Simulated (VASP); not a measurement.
Output of a VASP run:

OUTCAR:
```
 ion  position               nearest neighbor table
   1  0.000  0.000  0.000-
   2  0.500  0.500  0.500-
  LATTYP: Found a face centered cubic cell.
 ALAT       =     4.7925233274
 Subroutine PRICEL returns:
 Original cell was already a primitive cell.
 Subroutine GETGRP returns: Found 48 space group operations
The static configuration has the point symmetry O_h .
The dynamic configuration has the point symmetry O_h .
 Subroutine INISYM returns: Found 48 space group operations
 Subroutine IBZKPT returns following result:
 Found     47 irreducible k-points:

 Following reciprocal coordinates:
            Coordinates               Weight
  0.000000  0.000000  0.000000      1.000000
  0.100000  0.000000  0.000000      8.000000
  0.200000  0.000000  0.000000      8.000000
  0.300000  0.000000  0.000000      8.000000
  0.400000  0.000000  0.000000      8.000000
  0.500000  0.000000  0.000000      4.000000
  0.100000  0.100000  0.000000      6.000000
  0.200000  0.100000  0.000000     24.000000
  0.300000  0.100000  0.000000     24.000000
  0.400000  0.100000  0.000000     24.000000
  0.500000  0.100000  0.000000     24.000000
 -0.400000  0.100000  0.000000     24.000000
 -0.300000  0.100000  0.000000     24.000000
 -0.200000  0.100000  0.000000     24.000000
 -0.100000  0.100000  0.000000     12.000000
  0.200000  0.200000  0.000000      6.000000
  0.300000  0.200000  0.000000     24.000000
  0.400000  0.200000  0.000000     24.000000
  0.500000  0.200000  0.000000     24.000000
 -0.400000  0.200000  0.000000     24.000000
 -0.300000  0.200000  0.000000     24.000000
 -0.200000  0.200000  0.000000     12.000000
  0.300000  0.300000  0.000000      6.000000
  0.400000  0.300000  0.000000     24.000000
  0.500000  0.300000  0.000000     24.000000
 -0.400000  0.300000  0.000000     24.000000
 -0.300000  0.300000  0.000000     12.000000
  0.400000  0.400000  0.000000      6.000000
  0.500000  0.400000  0.000000     24.000000
 -0.400000  0.400000  0.000000     12.000000
  0.500000  0.500000  0.000000      3.000000
  0.300000  0.200000  0.100000     24.000000
  0.400000  0.200000  0.100000     48.000000
  0.500000  0.200000  0.100000     48.000000
 -0.400000  0.200000  0.100000     24.000000
  0.400000  0.300000  0.100000     24.000000
  0.500000  0.300000  0.100000     48.000000
 -0.400000  0.300000  0.100000     48.000000
 -0.300000  0.300000  0.100000     48.000000
 -0.200000  0.300000  0.100000     24.000000
   k-points           NKPTS =     47   k-points in BZ     NKDIM =     47   number of bands    NBANDS=     11
   number of dos      NEDOS =    301   number of ions     NIONS =      2
   total plane-waves  NPLWV =  21952
   dimension x,y,z NGX =    28 NGY =   28 NGZ =   28
   dimension x,y,z NGXF=    56 NGYF=   56 NGZF=   56
   ions per type =               1   1
   PREC   = accura    normal or accurate (medium, high low for compatibility)
   ISTART =      0    job   : 0-new  1-cont  2-samecut
   ICHARG =      2    charge: 1-file 2-atom 10-const
   ISPIN  =      1    spin polarized calculation?
   LNONCOLLINEAR =      F non collinear calculations
   LSORBIT =      F    spin-orbit coupling
   INIWAV =      1    electr: 0-lowe 1-rand  2-diag
   ENCUT  =  520.0 eV  38.22 Ry    6.18 a.u.   6.30  6.30  6.30*2*pi/ulx,y,z
   NELM   =    100;   NELMIN=  2; NELMDL= -5     # of ELM steps
   EDIFF  = 0.1E-06   stopping-criterion for ELM
   LREAL  =      F    real-space projection
   NLSPLINE    = F    spline interpolate recip. space projectors
   LMAXMIX     =    2 max onsite mixed and CHGCAR
   VOSKOWN=      0    Vosko Wilk Nusair interpolation
   EDIFFG = 0.1E-05   stopping-criterion for IOM
   NSW    =      0    number of steps for IOM
   NBLOCK =      1;   KBLOCK =      1    inner block; outer block
   IBRION =     -1    ionic relax: 0-MD 1-quasi-New 2-CG
...
```

OSZICAR:
```
       N       E                     dE             d eps       ncg     rms          rms(c)
DAV:   1     0.115080264895E+03    0.11508E+03   -0.83185E+03  1061   0.150E+03
DAV:   2    -0.215046916301E+01   -0.11723E+03   -0.10817E+03  1118   0.370E+02
DAV:   3    -0.903871853008E+01   -0.68882E+01   -0.68666E+01  1196   0.915E+01
DAV:   4    -0.911183728359E+01   -0.73119E-01   -0.73104E-01  1148   0.100E+01
DAV:   5    -0.911268766917E+01   -0.85039E-03   -0.85038E-03  1163   0.113E+00    0.558E+00
DAV:   6    -0.817208812411E+01    0.94060E+00   -0.41457E+00  1220   0.179E+01    0.194E+00
DAV:   7    -0.817111409645E+01    0.97403E-03   -0.30646E-02  1055   0.278E+00    0.110E+00
DAV:   8    -0.818642996855E+01   -0.15316E-01   -0.46890E-02  1037   0.515E+00    0.140E-01
DAV:   9    -0.818856817993E+01   -0.21382E-02   -0.88209E-03  1100   0.101E+00    0.117E-01
DAV:  10    -0.818839137614E+01    0.17680E-03   -0.11117E-03  1154   0.457E-01    0.129E-02
DAV:  11    -0.818838941108E+01    0.19651E-05   -0.29730E-05  1124   0.933E-02    0.610E-03
DAV:  12    -0.818839151110E+01   -0.21000E-05   -0.49861E-06  1055   0.288E-02    0.148E-03
DAV:  13    -0.818839128691E+01    0.22419E-06   -0.64060E-07  1082   0.883E-03    0.560E-04
DAV:  14    -0.818839131621E+01   -0.29301E-07   -0.45841E-08  1172   0.313E-03
   1 F= -.81883913E+01 E0= -.81883913E+01  d E =-.118740E-21
```

OUTCAR:
```
------------------------ aborting loop because EDIFF is reached ----------------------------------------
  FORCE on cell =-STRESS in cart. coord.  units (eV):
  Direction    XX          YY          ZZ          XY          YZ          ZX
  --------------------------------------------------------------------------------------
  Total        0.0209396      0.0209396      0.0209396      0.0000000      0.0000000      0.0000000
  in kB        1.2191172      1.2191172      1.2191172      0.0000000      0.0000000      0.0000000
  external PRESSURE =       1.2191172 kB  Pullay stress =       0.0000000 kB
  volume of cell :       27.52
      direct lattice vectors                 reciprocal lattice vectors
     0.000000000  2.396261664  2.396261664    -0.208658348  0.208658348  0.208658348
     2.396261664  0.000000000  2.396261664     0.208658348 -0.208658348  0.208658348
     2.396261664  2.396261664  0.000000000     0.208658348  0.208658348 -0.208658348
  FREE ENERGIE OF THE ION-ELECTRON SYSTEM (eV)
  ---------------------------------------------------
  free  energy   TOTEN  =        -8.1883913162 eV

  energy  without entropy=       -8.1883913162  energy(sigma->0) =       -8.18839132
```
(Selected blocks of OUTCAR.)

File POSCAR:
```
NaF
1
    0.0000000000     2.3962616637     2.3962616637
    2.3962616637     0.0000000000     2.3962616637
    2.3962616637     2.3962616637     0.0000000000
Na F
1 1
Direct
  0.0000000000   0.0000000000   0.0000000000
  0.5000000000   0.5000000000   0.5000000000
```

### Question
Reconstruct the remaining input files.

### Answer
One answer among several that fit: the input of the run itself, revPBE GGA, plane waves, VASP's PBE PAW potentials (set 64).

File KPOINTS:
```
Automatic mesh
0
Gamma
10 10 10
0 0 0
```

INCAR:
```
SYSTEM = NaF
PREC = Accurate; ENCUT = 520; LREAL = .FALSE.
LASPH = .TRUE.
EDIFF = 1E-7; NELM = 100; ALGO = Normal
ISMEAR = 0; SIGMA = 0.05
GGA = RE
ISIF = 2
LWAVE = .FALSE.; LCHARG = .FALSE.
```

POTCAR, in this order: Na_pv F (PBE.64 set). Program: vasp_std.

The compound is NaF in the rock salt structure. It was relaxed first, which changed the volume by +11 %.
